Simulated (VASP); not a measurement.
# Ag$_{2}$S (space group P2_12_12_1): computed properties

The numbers are results of PBEsol GGA, VASP's PBE PAW potentials (set 64) (plane waves; VASP), not measurements.

```
Property                                                                                               Result
----------------------------------  -------------------------------------------------------------------------
space group                                                                                   P2_12_12_1 (19)
cell                                a = 4.362 Å, b = 6.753 Å, c = 7.060 Å, α = 90.00°, β = 90.00°, γ = 90.00°
volume per atom                                                                                 17.33 Å³/atom
band gap (over mesh and band path)                                   none (metal, semimetal or under 0.01 eV)
density                                                                                            7.91 g/cm³
```

```
CELL_PARAMETERS angstrom
      4.36224     0.00000     0.00000
      0.00000     6.75332     0.00000
      0.00000     0.00000     7.05993
ATOMIC_POSITIONS crystal
  Ag 0.00776 0.77262 0.63968
  Ag 0.49224 0.22738 0.13968
  Ag 0.50776 0.72738 0.36032
  Ag 0.99224 0.27262 0.86032
  Ag 0.84193 0.88601 0.04018
  Ag 0.65807 0.11399 0.54018
  Ag 0.34193 0.61399 0.95982
  Ag 0.15807 0.38601 0.45982
  S  0.12151 0.00409 0.34000
  S  0.37849 0.99591 0.84000
  S  0.62151 0.49591 0.66000
  S  0.87849 0.50409 0.16000
```

The structure comes from a computed database's Ag2S entry (P2_12_12_1); how it stands against other phases isn't given here. It was relaxed first, which changed the volume by -5 %. Symmetry was kept, so distortions that lower it aren't found.
